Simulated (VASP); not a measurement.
```
CELL_PARAMETERS angstrom
      0.00000     3.10080     3.10080
      3.10080     0.00000     3.10080
      3.10080     3.10080     0.00000
ATOMIC_POSITIONS crystal
  Hg 0.00000 0.00000 0.00000
  Se 0.25000 0.25000 0.25000
```

Method: PBE GGA, VASP's PBE PAW potentials (set 64) (plane waves; VASP). Run with 400 eV cut-off, 7×7×7 Γ-centred mesh, first-order Methfessel-Paxton smearing of 0.010 eV, potentials Hg Se.

Unless said otherwise, spin-orbit coupling is left out, though it shifts the bands of the heavy elements here.

Question: Predict the energy per atom (σ→0), pressure, band gap (on the k-mesh) with the smallest direct gap where there is one.

Answer: 
```
Property                                                     Value
------------------------  ----------------------------------------
band gap (on the k-mesh)  none (metal, semimetal or under 0.01 eV)
energy per atom (σ→0)                               -2.038 eV/atom
pressure                                                  1.51 GPa
```

Only differences to runs with the same potentials and settings are physical.

The compound is HgSe in the zinc blende structure. The cell was not relaxed at this level. The run is one of a series of settings (ISMEAR = 1, SIGMA = 0.01 against the base run), some of them coarse on purpose.
